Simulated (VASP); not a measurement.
```xyz
2
Lattice="0.0000 2.5697 2.5697 2.5697 0.0000 2.5697 2.5697 2.5697 0.0000" Properties=species:S:1:pos:R:3 pbc="T T T"
Ru     0.0000     0.0000     0.0000
Se     2.5697     2.5697     2.5697
```

Method: PBE GGA, VASP's PBE PAW potentials (set 64) (plane waves; VASP). Settings: 400 eV cut-off, Gaussian smearing of 0.050 eV, potentials Ru_pv Se.

**Question.** Give the energies of bands 5 to 13 at the high-symmetry points, in eV from the Fermi level.

**Answer.** 
```
band      Γ      X      U      L      W
----  -----  -----  -----  -----  -----
5     -2.01  -5.80  -5.56  -7.37  -5.25
6     -2.01  -3.25  -5.55  -5.05  -5.25
7     -2.01  -3.13  -4.35  -5.05  -5.21
8     -1.88  -3.13  -1.63  -0.64  -0.63
9     -1.88  -1.24  -0.43  -0.64  -0.63
10    -1.38  -0.19   0.03   0.04  -0.19
11    -1.38  -0.19   0.41   3.60   0.18
12    -1.38   0.63   1.02   4.13   0.22
13     3.68   2.86   4.96   4.13   7.52
```

It has no gap at this level: it comes out as a metal or semimetal.

The structure was generated: RuSe was put into the rock salt type (Fm-3m), which need not be its known phase. It was relaxed first, which changed the volume by -28 %.
